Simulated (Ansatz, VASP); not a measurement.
**One calculation of B5O, two programs**

```xyz
6
Lattice="2.9103 0.0000 0.0000 -1.4551 2.5204 0.0000 0.0000 0.0000 5.8424" Properties=species:S:1:pos:R:3 pbc="T T T"
B     0.0000    1.6803    4.1903
B     0.0000    1.6803    1.6521
B     1.4551    0.8401    1.6521
B     1.4551    0.8401    4.1903
B     0.0000    0.0000    2.9212
O     0.0000    0.0000    0.0000
```

Alike in both runs: functional PBE; k mesh 12 × 12 × 6; occupations gaussian, width 0.1 eV; no spin polarisation.

Ansatz relaxed the structure, and its values are those at the end. VASP's run is a single point on that final structure, the one shown.

```csv
,VASP,Ansatz
version,VASP 6.6.1,Ansatz 0.2.0
potentials or method,"VASP PAW PBE potentials, release 64 (B, O)","scalar-relativistic, plane waves, PAW"
plane-wave cutoff (eV),520,420
valence electrons in the cell,21,21
```

```csv
,VASP,Ansatz,Ansatz less VASP
gap on the k mesh at the Fermi level (eV),none,none,-
pressure (GPa),0.0,0.0,+0.04
```

A gap of «none» marks a metal or a gap that the smearing closes. With one functional, cell and mesh, what is left measures potentials, basis and numerics.

Caveats: an odd number of electrons without spin polarisation forces a metal; a magnetic or distorted state may lie lower.
